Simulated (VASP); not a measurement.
Given:

```yaml
crystal:
  lattice:
    - [0.00000, 3.02940, 3.02940]
    - [3.02940, 0.00000, 3.02940]
    - [3.02940, 3.02940, 0.00000]
  atoms:
    - { symbol: Pb, position: [0.00000, 0.00000, 0.00000] }
    - { symbol: F, position: [0.25000, 0.25000, 0.25000] }
    - { symbol: F, position: [0.75000, 0.75000, 0.75000] }
```

Computed with PBE GGA, VASP's PBE PAW potentials (set 64) (plane waves; VASP). Settings: 520 eV cut-off, 6×6×6 Γ-centred mesh, Gaussian smearing of 0.050 eV, potentials Pb_d F.

Question: Give the stress tensor in GPa (positive for a compressed cell).

Answer: 
```
-1.99   0.00   0.00
 0.00  -1.99   0.00
 0.00   0.00  -1.99
```
The pressure is its mean diagonal, -1.99 GPa.

The compound is PbF2 in the fluorite structure, the β form. The cell was not relaxed at this level.
